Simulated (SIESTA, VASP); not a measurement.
Input for VASP

INCAR:
```
ALGO = Normal
EDIFF = 1E-6
ENCUT = 400
GGA = PS
ISIF = 2
ISMEAR = -1
ISPIN = 2
LASPH = .True.
LCHARG = .False.
LMAXMIX = 4
LORBIT = 11
LREAL = .False.
LWAVE = .False.
MAGMOM = 5.0 -5.0 2*0.0
NELM = 100
PREC = Accurate
SIGMA = 0.05
SYSTEM = MnO
```

File KPOINTS:
```
Automatic
0
G
  5 5 5
```

File POSCAR:
```
MnO
1
    4.4804040000     2.2402020000     2.2402020000
    2.2402020000     4.4804040000     2.2402020000
    2.2402020000     2.2402020000     4.4804040000
Mn O
2 2
Direct
  0.0000000000   0.0000000000   0.0000000000
  0.5000000000   0.5000000000   0.5000000000
  0.2500000000   0.2500000000   0.2500000000
  0.7500000000   0.7500000000   0.7500000000
```

POTCAR, in this order: Mn_pv O (PBE.64 set). Program: vasp_std.

Problem. Write an input for SIESTA that does the same calculation.

Solution. One input that does it (GGA PBEsol, numerical atomic orbitals TZP, PseudoDojo PBEsol standard norm-conserving potentials (rewritten from UPF to PSML)):
```
# files in the folder: Mn.psml O.psml (PseudoDojo PBEsol standard)
SystemName  MnO
SystemLabel MnO

NumberOfAtoms                4
NumberOfSpecies              2
%block ChemicalSpeciesLabel
  1 25 Mn
  2 8 O
%endblock ChemicalSpeciesLabel
LatticeConstant              1.0 Ang
%block LatticeVectors
     4.480404000    2.240202000    2.240202000
     2.240202000    4.480404000    2.240202000
     2.240202000    2.240202000    4.480404000
%endblock LatticeVectors
AtomicCoordinatesFormat      Ang
%block AtomicCoordinatesAndAtomicSpecies
     0.000000000    0.000000000    0.000000000  1
     4.480404000    4.480404000    4.480404000  1
     2.240202000    2.240202000    2.240202000  2
     6.720606000    6.720606000    6.720606000  2
%endblock AtomicCoordinatesAndAtomicSpecies

XC.functional                GGA
XC.authors                   PBEsol
PAO.BasisSize                TZP
PAO.EnergyShift              0.01 Ry
MeshCutoff                   350 Ry
%block kgrid.MonkhorstPack
    5   0   0  0.0
    0   5   0  0.0
    0   0   5  0.0
%endblock kgrid.MonkhorstPack
OccupationFunction           FD
ElectronicTemperature        0.05 eV
Spin                         polarized
%block DM.InitSpin
  1 +5.00
  2 -5.00
  3 +0.00
  4 +0.00
%endblock DM.InitSpin

MaxSCFIterations             150
SCF.Mixer.Method             Pulay
SCF.Mixer.Weight             0.1
SCF.Mixer.History            8
SCF.DM.Tolerance             1.0E-04
Diag.ParallelOverK           true
WriteForces                  true
Charge.Mulliken              end
```
The two runs describe the same crystal, functional and task. Each code takes its own potentials, basis and convergence tests.

The structure is a typed MnO crystal (Fm-3m). The cell was not relaxed at this level, and it may have been scaled.
